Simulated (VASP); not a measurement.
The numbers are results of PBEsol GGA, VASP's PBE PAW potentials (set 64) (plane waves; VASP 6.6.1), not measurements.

The input files of a VASP run:

File KPOINTS:
```
Automatic
0
gamma
 10 10 5
```

### INCAR
```
SYSTEM = BN
PREC = Accurate
ENCUT = 620
EDIFF = 1E-6
NELM = 100
ALGO = Normal
LREAL = .FALSE.
LASPH = .TRUE.
ISMEAR = 0
SIGMA = 0.05
GGA = PS
LWAVE = .FALSE.
LCHARG = .FALSE.
IBRION = 2
ISIF = 3
NSW = 40
EDIFFG = -0.02
```

File POSCAR:
```
BN
1.0
  1.2712230378  -2.2018231076   0.0000000000
  1.2712230378   2.2018231076   0.0000000000
  0.0000000000   0.0000000000   4.2050197319
B N
2 2
Cartesian
  1.2712230378  -0.7339425037   2.1035552734
  1.2712230378   0.7339425037   0.0010454074
  1.2712230378  -0.7339425037   3.6783468580
  1.2712230378   0.7339425037   1.5758369920
```

POTCAR, in this order: B N (PBE.64 set). Program: vasp_std.

**Question.** What does the run give for the energy per atom (σ→0)?

**Answer.** 
| Property | Value |
|---|---|
| energy per atom (σ→0) | -9.159 eV/atom |

### OSZICAR
```
...
DAV:   6    -0.368442325757E+02    0.17075E+01   -0.43605E+00  1268   0.183E+01    0.450E+00
DAV:   7    -0.366785511800E+02    0.16568E+00   -0.22513E-01  1216   0.511E+00    0.264E+00
DAV:   8    -0.366366747056E+02    0.41876E-01   -0.70577E-02  1180   0.235E+00    0.232E-01
DAV:   9    -0.366355963098E+02    0.10784E-02   -0.26593E-03  1304   0.585E-01    0.118E-01
DAV:  10    -0.366356741704E+02   -0.77861E-04   -0.20688E-04  1252   0.144E-01    0.239E-02
DAV:  11    -0.366356718678E+02    0.23026E-05   -0.42942E-05  1328   0.597E-02    0.108E-02
DAV:  12    -0.366356723851E+02   -0.51727E-06   -0.38190E-06  1260   0.195E-02
   1 F= -.36635672E+02 E0= -.36635672E+02  d E =-.366357E+02
```

The compound is BN in the wurtzite structure, a metastable high-pressure form. It was relaxed first.
